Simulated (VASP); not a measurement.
Band gaps of Cd2TeSe (space group P-4m2) from VASP (PAW), without and with spin-orbit coupling. Semilocal levels are at their own relaxed cell, hybrids and mBJ at PBE's; 0.00 means no gap at that level.  Unless said otherwise, spin-orbit coupling is left out, though it shifts the bands of the heavy elements here.

The cell of the LDA run:

```
CELL_PARAMETERS angstrom
      4.40030     0.00000     0.00000
      0.00000     4.40030     0.00000
      0.00000     0.00000     6.17613
ATOMIC_POSITIONS crystal
  Cd 0.50000 0.00000 0.76745
  Cd 0.00000 0.50000 0.23255
  Te 0.00000 0.00000 0.50000
  Se 0.50000 0.50000 0.00000
```

```csv
level,gap without SOC (eV),gap with SOC (eV),shift (eV)
LDA,0.38,(withheld),(withheld)
PBEsol,0.41,(withheld),(withheld)
```

Problem. Some entries are withheld; supply them.

Solution. 
- LDA, gap with SOC (eV): 0.15
- LDA, shift (eV): -0.23
- PBEsol, gap with SOC (eV): 0.19
- PBEsol, shift (eV): -0.22

Only levels that ran to the end are used. Left out are those held back, those with too coarse a band path, GW runs whose mesh misses a band edge, hybrids' fits of cells that aren't cubic and levels without matching references; a question may draw on a part of the rest.

The structure comes from a computed database's Cd2TeSe entry (P-4m2); how it stands against other phases isn't given here.
